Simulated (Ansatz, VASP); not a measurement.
# Cross-check of MnO (Manganosite) between VASP and Ansatz, part 2 of 2

Wanted: the spread between two codes on one cell, functional and k mesh. The cell is taken from a series of runs on this material, whose earlier steps may have relaxed, scaled, displaced or heated it; both programs get it as it stands.

VASP 6.6.1 and Ansatz 0.2.0.

So far: Starting point; Ansatz: relaxation of cell and atoms, PBE.

## Step 3: VASP: relaxation of cell and atoms, PBE

Level of this step: PBE, spin-polarised from a ferromagnetic start; plane waves and PAW (Mn_pv, O) (VASP).

The same cell, functional, mesh and smearing now go to VASP, with its own data sets.

Lines of VASP's logs that name or quote its potential files are left out, and so is its time.

INCAR reads:

```
SYSTEM = MnO
PREC = Accurate
ENCUT = 600
EDIFF = 1E-07
NELM = 200
ISMEAR = -1
SIGMA = 0.05
LREAL = .FALSE.
ALGO = Normal
GGA = PE
NBANDS = 19
ISPIN = 2
MAGMOM = 4.06 0.24
LASPH = .TRUE.
LMAXMIX = 4
LORBIT = 11
LWAVE = .FALSE.
LCHARG = .FALSE.
ISIF = 3
IBRION = 2
NSW = 80
EDIFFG = -0.005
GGA_COMPAT = .FALSE.
NELMIN = 4
```

POSCAR reads:

```
MnO
1.0
    0.0000000000      2.2230000000      2.2230000000
    2.2230000000      0.0000000000      2.2230000000
    2.2230000000      2.2230000000      0.0000000000
Mn O
1 1
Direct
    0.0000000000      0.0000000000      0.0000000000
    0.5000000000      0.5000000000      0.5000000000
```

KPOINTS reads:

```
Automatic mesh
0
Gamma
10 10 10
0 0 0
```

Potentials, in the order of the species: Mn_pv and O (PBE family, release 64).

Command:

```
$ mpirun -np 1 vasp_std
```

Numbers of over 12 decimals in the logs are rounded to 6 here.

The log of the run:

```text
[banner, memory and clock lines left out]
running    1 mpi-ranks, on    1 nodes
 distrk:  each k-point on    1 cores,    1 groups
 distr:  one band on    1 cores,    1 groups

 POSCAR found type information on POSCAR MnO
 POSCAR found :  2 types and       2 ions
 LDA part: xc-table for (Slater+PW92), standard interpolation
 POSCAR, INCAR and KPOINTS ok, starting setup
 FFT: planning ... GRIDC
 FFT: planning ... GRID_SOFT
 FFT: planning ... GRID
 WAVECAR not read
 entering main loop
       N       E                     dE             d eps       ncg     rms          rms(c)
DAV:   1     0.180755529482E+03    0.18076E+03   -0.11420E+04  3588   0.130E+03
DAV:   2    -0.940298557069E+01   -0.19016E+03   -0.17764E+03  3712   0.356E+02
DAV:   3    -0.186492364023E+02   -0.92463E+01   -0.91434E+01  3941   0.846E+01
DAV:   4    -0.187249827682E+02   -0.75746E-01   -0.75728E-01  3929   0.788E+00
DAV:   5    -0.187256622520E+02   -0.67948E-03   -0.67947E-03  3953   0.759E-01    0.137E+01
DAV:   6    -0.167108886126E+02    0.20148E+01   -0.10279E+01  4715   0.361E+01    0.132E+01
DAV:   7    -0.164171190009E+02    0.29377E+00   -0.13232E+00  4030   0.170E+01    0.790E+00
DAV:   8    -0.164191814083E+02   -0.20624E-02   -0.12754E-01  3803   0.275E+00    0.469E+00
DAV:   9    -0.164052895183E+02    0.13892E-01   -0.42185E-02  3713   0.225E+00    0.124E+00
DAV:  10    -0.164073199779E+02   -0.20305E-02   -0.77998E-03  3874   0.105E+00    0.321E-01
DAV:  11    -0.164079266814E+02   -0.60670E-03   -0.10550E-03  3947   0.335E-01    0.120E-01
DAV:  12    -0.164079971397E+02   -0.70458E-04   -0.73142E-05  3959   0.108E-01    0.466E-02
DAV:  13    -0.164080084131E+02   -0.11273E-04   -0.13273E-05  3860   0.326E-02    0.350E-02
DAV:  14    -0.164080167648E+02   -0.83517E-05   -0.63275E-06  3821   0.212E-02    0.711E-03
DAV:  15    -0.164080167167E+02    0.48118E-07   -0.42929E-07  3935   0.605E-03
   1 F= -.16408017E+02 E0= -.16404410E+02  d E =-.164080E+02  mag=     4.7908
 curvature:   0.00 expect dE= 0.000E+00 dE for cont linesearch  0.000E+00
 trial: gam= 0.00000 g(F)=  0.499E-59 g(S)=  0.541E-04 ort = 0.000E+00 (trialstep = 0.100E+01)
 search vector abs. value=  0.541E-04
 bond charge predicted
       N       E                     dE             d eps       ncg     rms          rms(c)
DAV:   1    -0.164089907899E+02   -0.97403E-03   -0.12786E-02  3887   0.152E+00    0.296E-01
DAV:   2    -0.164080391468E+02    0.95164E-03   -0.15646E-03  3842   0.557E-01    0.250E-01
DAV:   3    -0.164080605155E+02   -0.21369E-04   -0.16978E-04  3869   0.129E-01    0.860E-02
DAV:   4    -0.164080511907E+02    0.93249E-05   -0.55399E-06  3727   0.197E-02    0.389E-02
DAV:   5    -0.164080456137E+02    0.55770E-05   -0.51429E-06  3806   0.219E-02    0.120E-02
DAV:   6    -0.164080454209E+02    0.19276E-06   -0.95988E-07  3838   0.959E-03    0.118E-03
DAV:   7    -0.164080454500E+02   -0.29032E-07   -0.59177E-08  2957   0.242E-03
   2 F= -.16408045E+02 E0= -.16404513E+02  d E =-.287332E-04  mag=     4.7935
 trial-energy change:   -0.000029  1 .order   -0.000025   -0.000054    0.000003
 step:   0.9581(harm=  0.9442)  dis= 0.00000  next Energy=   -16.408046 (dE=-0.288E-04)
 reached required accuracy - stopping structural energy minimisation
```

OUTCAR, selected parts (step 3):

```text
ion  position               nearest neighbor table
   1  0.000  0.000  0.000-   2 2.22   2 2.22   2 2.22   2 2.22   2 2.22   2 2.22
   2  0.500  0.500  0.500-   1 2.22   1 2.22   1 2.22   1 2.22   1 2.22   1 2.22

  LATTYP: Found a face centered cubic cell.
 ALAT       =     4.4460000000

 Subroutine GETGRP returns: Found 48 space group operations
 (whereof 48 operations were pure point group operations)

The static configuration has the point symmetry O_h .

 Found     47 irreducible k-points:

   k-points           NKPTS =     47   k-points in BZ     NKDIM =     47   number of bands    NBANDS=     19

   dimension x,y,z NGX =    28 NGY =   28 NGZ =   28
   dimension x,y,z NGXF=    56 NGYF=   56 NGZF=   56

   ENCUT  =  600.0 eV  44.10 Ry    6.64 a.u.   6.28  6.28  6.28*2*pi/ulx,y,z

   NELECT =      19.0000    total number of electrons

 k-points in reciprocal lattice and weights: Automatic mesh
   0.00000000  0.00000000  0.00000000       0.001
   0.10000000  0.00000000  0.00000000       0.008
   0.20000000  0.00000000  0.00000000       0.008
   0.30000000  0.00000000  0.00000000       0.008
   0.40000000  0.00000000  0.00000000       0.008
   0.50000000  0.00000000  0.00000000       0.004
   0.10000000  0.10000000  0.00000000       0.006
   0.20000000  0.10000000  0.00000000       0.024
   0.30000000  0.10000000  0.00000000       0.024
[...]
-0.30000000  0.40000000  0.20000000       0.024
  -0.30000000  0.50000000  0.20000000       0.012

 average (electrostatic) potential at core
       1 -67.2990       2 -68.9098

 E-fermi :   7.5134

 spin component 1
 k-point     1 :       0.0000    0.0000    0.0000
  band No.  band energies     occupation
    ...
      9       4.2980      1.00000
     10       4.2980      1.00000
     11       4.8243      1.00000
     12       4.8243      1.00000
     13       6.9859      0.99997
     14      21.4764      0.00000
     15      23.8316      0.00000
     16      23.8316      0.00000
     17      23.8316      0.00000
     18      27.1866      0.00000
    ...

 k-point     2 :       0.1000    0.0000    0.0000
  band No.  band energies     occupation
    ...
      8       4.4148      1.00000
      9       4.4148      1.00000
     10       4.5571      1.00000
     11       5.3757      1.00000
     12       5.3757      1.00000
     13       7.6836      0.03221
     14      20.3700      0.00000
     15      23.4708      0.00000
     16      23.4708      0.00000
     17      24.0379      0.00000
    ...

 k-point     3 :       0.2000    0.0000    0.0000
  band No.  band energies     occupation
    ...
      8       4.6230      1.00000
      9       4.6230      1.00000
     10       4.8132      1.00000
     11       6.2293      1.00000
     12       6.2293      1.00000
     13       8.9952      0.00000
     14      18.3777      0.00000
     15      22.2512      0.00000
     16      22.2512      0.00000
     17      24.4443      0.00000
    ...

 k-point     4 :       0.3000    0.0000    0.0000
  band No.  band energies     occupation
    ...
      8       4.8826      1.00000
      9       4.8826      1.00000
     10       5.1354      1.00000
     11       6.9898      0.99997
     12       6.9898      0.99997
     13      10.1832      0.00000
     14      16.5940      0.00000
     15      20.8127      0.00000
     16      20.8127      0.00000
     17      24.9754      0.00000
    ...

 k-point     5 :       0.4000    0.0000    0.0000
  band No.  band energies     occupation
    ...
      6       1.5565      1.00000
      7       1.5565      1.00000
      8       5.1018      1.00000
      9       5.1018      1.00000
     10       5.4721      1.00000
     11       7.5199      0.46759
     12       7.5199      0.46759
     13      10.8479      0.00000
     14      15.5222      0.00000
     15      19.7618      0.00000
    ...

 k-point     6 :       0.5000    0.0000    0.0000
  band No.  band energies     occupation
    ...
      6       1.4302      1.00000
      7       1.4302      1.00000
      8       5.1880      1.00000
      9       5.1880      1.00000
     10       5.6289      1.00000
     11       7.7125      0.01832
     12       7.7125      0.01832
     13      10.9889      0.00000
     14      15.2298      0.00000
     15      19.3791      0.00000
    ...

  Total       -0.0016148     -0.0016148     -0.0016148      0.0000000      0.0000000     -0.0000000
  in kB       -0.1175255     -0.1175255     -0.1175255      0.0000000      0.0000000     -0.0000000
  external PRESSURE =      -0.1175255 kB  Pullay stress =       0.0000000 kB

  energy-cutoff  :      600.00
  volume of cell :       22.01
      direct lattice vectors                 reciprocal lattice vectors
    -0.000000000  2.224466053  2.224466053    -0.224773041  0.224773041  0.224773041
     2.224466053 -0.000000000  2.224466053     0.224773041 -0.224773041  0.224773041
     2.224466053  2.224466053  0.000000000     0.224773041  0.224773041 -0.224773041

 POSITION                                       TOTAL-FORCE (eV/Angst)
 -----------------------------------------------------------------------------------
      0.00000      0.00000      0.00000         0.000000     -0.000000      0.000000
      2.22447      2.22447      2.22447        -0.000000      0.000000     -0.000000
 -----------------------------------------------------------------------------------
    total drift:                                0.000000      0.000000      0.000000

  FREE ENERGIE OF THE ION-ELECTRON SYSTEM (eV)
  ---------------------------------------------------
  free  energy   TOTEN  =       -16.4080454500 eV

  energy  without entropy=      -16.4009813723  energy(sigma->0) =      -16.40451341

 reached required accuracy - stopping structural energy minimisation

 total charge
# of ion       s       p       d       tot
------------------------------------------
    1        0.202   6.176   4.974  11.352
    2        1.557   3.417   0.000   4.974
--------------------------------------------------
tot          1.759   9.592   4.974  16.326

 magnetization (x)
# of ion       s       p       d       tot
------------------------------------------
    1        0.034   0.026   4.289   4.348
    2        0.030   0.175   0.000   0.205
--------------------------------------------------
tot          0.064   0.201   4.289   4.554

[... 6 further parts left out ...]
```

The cell holds one magnetic atom, so no antiferromagnetic order fits into it. Oxides and halides of Mn are often magnetic insulators, and a metal at this level, without U or exact exchange, may be an artefact.

## Step 4: Comparison

Known differences besides the potentials themselves: VASP starts from the moments at which Ansatz ended; the data sets hold 21 valence electrons in Ansatz (on its default PAW (the set named soft_2) files) and 19 in VASP; the cutoff is 420 eV in Ansatz and 600 eV in VASP; Ansatz adds a Pulay correction to the stress that steers its cell, VASP none; site moments are counted in spheres of each program's own size. Total energies have different zeros and are not compared.

The two programs side by side:

| quantity | Ansatz | VASP | difference |
| --- | --- | --- | --- |
| volume (Å³) | 22.01 | 22.01 | -0.04 % |
| edge a after relaxation, in the typed setting (Å) | 3.145 | 3.146 | -0.02 % |
| total moment (μB) | 4.79 | 4.79 | 0.00 |
| moment on Mn1 (μB) | 4.06 | 4.35 | -0.29 |
| moment on O2 (μB) | 0.24 | 0.20 | +0.03 |

## Step 5: What came out

| Quantity | Value |
| --- | --- |
| difference in volume (relaxation of cell and atoms, PBE) | -0.042 % |

**Reading.** The difference in volume is -0.042 % (relaxation of cell and atoms, PBE), within the 1.2 % picked in this series as the mark of a large difference, as far as the stopping tolerances let one tell. The data sets hold unlike numbers of valence electrons (21 in Ansatz and 19 in VASP), so part of the differences comes from the potentials. How closely two codes agree says nothing of how well the functional describes the real material.

[Lines on the potential files, build, host, timing and source positions are cut from VASP's logs without a mark.]

[Logs are printed without paths, hosts, clocks, repeated set-up lines and the standing remarks that a program may print on its own settings, such as how far it seeks lower states.]

[Hosts, paths, dates, database ids (printed as entryN), source tags and the programs' standing remarks are cut or masked in the printed files.]
